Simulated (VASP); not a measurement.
Given:

```xyz
2
Lattice="3.0063 0.0000 0.0000 0.0000 3.0063 0.0000 0.0000 0.0000 3.0063" Properties=species:S:1:pos:R:3 pbc="T T T"
Al     1.5032     1.5032     1.5032
Ru     0.0000     0.0000     0.0000
```

The numbers are results of PW91 GGA, VASP's PBE PAW potentials (set 64) (plane waves; VASP 6.6.1), not measurements. Settings: 520 eV cut-off, 12×12×12 Γ-centred mesh, first-order Methfessel-Paxton smearing of 0.10 eV, potentials Al Ru_pv.

Q: Predict the energy per atom (σ→0), band gap (on the k-mesh) with the smallest direct gap where there is one.

A: 
```json
{
 "band gap (on the k-mesh)": "none (metal, semimetal or under 0.01 eV)",
 "energy per atom (σ→0)": "-7.106 eV/atom"
}
```

Total energies compare only between runs with the same potentials, cut-off and functional.

The compound is RuAl in the CsCl type structure. It was relaxed first. The electron count is odd and the run is not spin-polarised, which forces a metal.
